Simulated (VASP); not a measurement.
Consider the following.

```
CdTe
1.0
    0.00000     3.41522     3.41522
    3.41522     0.00000     3.41522
    3.41522     3.41522     0.00000
Cd Te
1 1
Direct
  0.00000   0.00000   0.00000
  0.25000   0.25000   0.25000
```

Level of theory: revPBE GGA, VASP's PBE PAW potentials (set 64) (plane waves; VASP 6.6.1). Run with 520 eV cut-off, 7×7×7 Γ-centred mesh, Gaussian smearing of 0.050 eV, potentials Cd Te.

**Question.** Give the stress tensor in GPa (positive for a compressed cell).

**Answer.** 
```
-1.61   0.00   0.00
 0.00  -1.61   0.00
 0.00   0.00  -1.61
```
The pressure is its mean diagonal, -1.61 GPa.

The compound is CdTe in the zinc blende structure. This cell is one point of a volume scan, at 1.06 of the reference volume.
